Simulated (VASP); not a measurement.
TaSeF, 3 atoms in the cell. Symmetry: P4/mmm, No. 123, tetragonal system. Conventional cell: a = 3.670 Å, b = 3.670 Å, c = 4.145 Å, α = 90.00°, β = 90.00°, γ = 90.00°. Around Ta (site symmetry 4/mmm) lie 2 F at 2.07 Å. Around Se (site symmetry 4/mmm) lie 4 Ta at 2.59 Å. Around F (site symmetry 4/mmm) lie 2 Ta at 2.07 Å. The cell was built by a generator and needn't be a form met in nature.

| Property | Result |
| --- | --- |
| Program | VASP 6.6.1 |
| Task | relaxation of cell and atoms |
| Functional | PBE |
| Potentials or basis | VASP PAW PBE potentials, release 64 (Ta_pv, Se, F) |
| Cutoff | 600 eV |
| k mesh | 5 × 5 × 5 |
| Occupations | fermi-dirac, width 0.05 eV |
| Spin | spin-orbit coupling, no magnetisation |
| Further INCAR settings | ALGO = Normal; EDIFF = 1e-06; IBRION = 2; EDIFFG = -0.005; NSW = 40; ISIF = 3 |

Potentials or basis: VASP PAW PBE potentials, release 64 (Ta_pv, Se, F).

Command:

```bash
$ cat potpaw_PBE.64/Ta_pv/POTCAR potpaw_PBE.64/Se/POTCAR potpaw_PBE.64/F/POTCAR > POTCAR
$ mpirun -np 1 vasp_ncl > vasp.out
```

Hardware: 1 thread of Intel(R) Xeon(R) Platinum 8488C (Sapphire Rapids), with other jobs on the host.

How long does it take, and how much memory?

Run time: 3.7 min on 1 thread of Intel(R) Xeon(R) Platinum 8488C (Sapphire Rapids), on a shared host, peak memory 0.34 GiB. Counts: scf iterations 43, k points 18, ion steps 7.
